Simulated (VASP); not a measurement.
Shape and ions are relaxed at each volume.

Input:

```yaml
crystal:
  lattice:
    - [2.85236, 0.00000, 0.00000]
    - [0.00000, 2.85236, 0.00000]
    - [0.00000, 0.00000, 3.77504]
  atoms:
    - { symbol: Cu, position: [0.00000, 0.00000, 0.00000] }
    - { symbol: Au, position: [0.50000, 0.50000, 0.50000] }
```

The numbers are results of revPBE GGA, VASP's PBE PAW potentials (set 64) (plane waves; VASP), not measurements. Settings: 520 eV cut-off, 13×13×10 Γ-centred mesh, first-order Methfessel-Paxton smearing of 0.10 eV, potentials Cu Au.

Question: Give the energy at these volumes per atom, relative to the lowest: 14.43, 14.89, 15.35, 15.81, 16.27 Å³.

Answer: 25.7, 6.1, 0.0, 4.9, 18.7 meV/atom. A third-order Birch-Murnaghan fit gives B0 = 126 GPa and B0′ = 5.9.

The compound is CuAu in the L1_0 structure. It was relaxed first, which changed the volume by +7 %.
